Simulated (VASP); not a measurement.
All values below come from vdW-DF-cx, VASP's PBE PAW potentials (set 64) (plane waves; VASP 6.6.1).

The input files of a VASP run:

### POSCAR
```
SrVO3
3.8227680
  0.9999999369   0.0000000000   0.0000000000
  0.0000000000   0.9999999369   0.0000000000
  0.0000000000   0.0000000000   0.9999999369
Sr V O
1 1 3
Cartesian
  0.0000000000   0.0000000000   0.0000000000
  0.4999999684   0.4999999684   0.4999999684
  0.4999999684   0.0000000000   0.4999999684
  0.0000000000   0.4999999684   0.4999999684
  0.4999999684   0.4999999684   0.0000000000
```

INCAR:
```
SYSTEM = SrVO3
PREC = Accurate
ENCUT = 520
EDIFF = 1E-7
NELM = 100
ALGO = Normal
LREAL = .FALSE.
LASPH = .TRUE.
ISMEAR = -5
GGA = CX
LUSE_VDW = .TRUE.
AGGAC = 0.0
LMAXMIX = 4
LWAVE = .FALSE.
LCHARG = .TRUE.
LORBIT = 11
NEDOS = 601
ISIF = 2
LEFG = .TRUE.
```

**KPOINTS**
```
Automatic mesh
0
Gamma
9 9 9
0 0 0
```

POTCAR, in this order: Sr_sv V_sv O (PBE.64 set). Program: vasp_std.

What VASP printed:

OUTCAR:
```
 ion  position               nearest neighbor table
   1  0.000  0.000  0.000-   3 2.70   4 2.70   5 2.70   3 2.70   4 2.70   4 2.70   5 2.70   4 2.70
                             3 2.70   5 2.70   3 2.70   5 2.70   2 3.31   2 3.31   2 3.31   2 3.31
   2  0.500  0.500  0.500-   3 1.91   4 1.91   5 1.91   5 1.91   3 1.91   4 1.91   1 3.31   1 3.31
                             1 3.31   1 3.31   1 3.31   1 3.31   1 3.31   1 3.31
   3  0.500  0.000  0.500-   2 1.91   2 1.91   1 2.70   1 2.70   1 2.70   1 2.70
   4  0.000  0.500  0.500-   2 1.91   2 1.91   1 2.70   1 2.70   1 2.70   1 2.70
   5  0.500  0.500  0.000-   2 1.91   2 1.91   1 2.70   1 2.70   1 2.70   1 2.70
  LATTYP: Found a simple cubic cell.
 ALAT       =     3.8227677587
 Subroutine PRICEL returns:
 Original cell was already a primitive cell.
 Subroutine GETGRP returns: Found 48 space group operations
The static configuration has the point symmetry O_h .
The dynamic configuration has the point symmetry O_h .
 Subroutine INISYM returns: Found 48 space group operations
 Subroutine IBZKPT returns following result:
 Found     35 irreducible k-points:

 Following reciprocal coordinates:
            Coordinates               Weight
  0.000000  0.000000  0.000000      1.000000
  0.111111  0.000000  0.000000      6.000000
  0.222222  0.000000  0.000000      6.000000
  0.333333  0.000000  0.000000      6.000000
  0.444444  0.000000  0.000000      6.000000
  0.111111  0.111111  0.000000     12.000000
  0.222222  0.111111  0.000000     24.000000
  0.333333  0.111111  0.000000     24.000000
  0.444444  0.111111  0.000000     24.000000
  0.222222  0.222222  0.000000     12.000000
  0.333333  0.222222  0.000000     24.000000
  0.444444  0.222222  0.000000     24.000000
  0.333333  0.333333  0.000000     12.000000
  0.444444  0.333333  0.000000     24.000000
  0.444444  0.444444  0.000000     12.000000
  0.111111  0.111111  0.111111      8.000000
  0.222222  0.111111  0.111111     24.000000
  0.333333  0.111111  0.111111     24.000000
  0.444444  0.111111  0.111111     24.000000
...
```

### OSZICAR
```
       N       E                     dE             d eps       ncg     rms          rms(c)
DAV:   1     0.463897318495E+03    0.46390E+03   -0.24217E+04  1680   0.180E+03
DAV:   2    -0.125434028715E+02   -0.47644E+03   -0.47220E+03  2160   0.489E+02
DAV:   3    -0.394735495722E+02   -0.26930E+02   -0.26809E+02  1792   0.128E+02
DAV:   4    -0.402663603853E+02   -0.79281E+00   -0.79263E+00  2928   0.194E+01
DAV:   5    -0.402733499303E+02   -0.69895E-02   -0.69704E-02  1944   0.146E+00    0.404E+01
DAV:   6    -0.317454807386E+02    0.85279E+01   -0.92392E+01  2264   0.746E+01    0.187E+01
DAV:   7    -0.308239580314E+02    0.92152E+00   -0.29608E+01  1968   0.494E+01    0.181E+01
DAV:   8    -0.301696469601E+02    0.65431E+00   -0.36195E+00  1864   0.177E+01    0.330E+00
DAV:   9    -0.301954445367E+02   -0.25798E-01   -0.24009E-01  2280   0.314E+00    0.173E+00
DAV:  10    -0.301849967764E+02    0.10448E-01   -0.18513E-01  1840   0.416E+00    0.645E-01
DAV:  11    -0.301805874419E+02    0.44093E-02   -0.29442E-02  1816   0.153E+00    0.176E-01
DAV:  12    -0.301806339967E+02   -0.46555E-04   -0.14811E-03  2048   0.343E-01    0.914E-02
DAV:  13    -0.301806132417E+02    0.20755E-04   -0.22518E-04  1960   0.122E-01    0.134E-02
DAV:  14    -0.301806163713E+02   -0.31296E-05   -0.21908E-05  2208   0.294E-02    0.116E-02
DAV:  15    -0.301806152453E+02    0.11260E-05   -0.61307E-06  2184   0.215E-02    0.106E-02
DAV:  16    -0.301806153875E+02   -0.14223E-06   -0.21211E-06  1792   0.143E-02    0.205E-03
DAV:  17    -0.301806153195E+02    0.68037E-07   -0.93166E-08   944   0.261E-03
   1 F= -.30180615E+02 E0= -.30180615E+02  d E =0.000000E+00
```

### OUTCAR
```
------------------------ aborting loop because EDIFF is reached ----------------------------------------
  FORCE on cell =-STRESS in cart. coord.  units (eV):
  Direction    XX          YY          ZZ          XY          YZ          ZX
  --------------------------------------------------------------------------------------
  Total        0.0432737      0.0432737      0.0432737      0.0000000      0.0000000     -0.0000000
  in kB        1.2410840      1.2410840      1.2410840      0.0000000      0.0000000     -0.0000000
  external PRESSURE =       1.2410840 kB  Pullay stress =       0.0000000 kB
  volume of cell :       55.86
      direct lattice vectors                 reciprocal lattice vectors
     3.822767759  0.000000000  0.000000000     0.261590571  0.000000000  0.000000000
     0.000000000  3.822767759  0.000000000     0.000000000  0.261590571  0.000000000
     0.000000000  0.000000000  3.822767759     0.000000000  0.000000000  0.261590571
 POSITION                                       TOTAL-FORCE (eV/Angst)
 -----------------------------------------------------------------------------------
      0.00000      0.00000      0.00000         0.000000      0.000000      0.000000
      1.91138      1.91138      1.91138         0.000000      0.000000      0.000000
      1.91138      0.00000      1.91138         0.000000      0.000000      0.000000
      0.00000      1.91138      1.91138         0.000000      0.000000      0.000000
      1.91138      1.91138      0.00000         0.000000      0.000000      0.000000
 -----------------------------------------------------------------------------------
    total drift:                                0.000000      0.000000      0.000000
  FREE ENERGIE OF THE ION-ELECTRON SYSTEM (eV)
  ---------------------------------------------------
  free  energy   TOTEN  =       -30.1806153195 eV

  energy  without entropy=      -30.1806153195  energy(sigma->0) =      -30.18061532

 total charge

# of ion       s       p       d       tot
------------------------------------------
    1        1.999   5.779   0.227   8.004
    2        2.292   6.364   2.984  11.640
    3        1.559   3.479   0.000   5.038
    4        1.559   3.479   0.000   5.038
    5        1.559   3.479   0.000   5.038
--------------------------------------------------
tot          8.968  22.581   3.211  34.760

 Electric field gradients after diagonalization (V/A^2)
 (convention: |V_zz| > |V_xx| > |V_yy|)
----------------------------------------------------------------------
 ion       V_xx      V_yy      V_zz     asymmetry (V_yy - V_xx)/ V_zz
----------------------------------------------------------------------
   1       0.000    -0.000    -0.000       1.112
   2      -0.000    -0.000    -0.000      -0.420
   3     -13.743   -13.743    27.487       0.000
   4     -13.743   -13.743    27.487       0.000
   5     -13.743   -13.743    27.487       0.000
```
(Selected blocks of OUTCAR.)

For a metal the tetrahedron method with Blöchl corrections gives inexact stress and forces.

The compound is SrVO3 in the cubic perovskite structure. It was relaxed first. The run is not spin-polarised, so no magnetic state was tried. The electron count is odd and the run is not spin-polarised, which forces a metal.
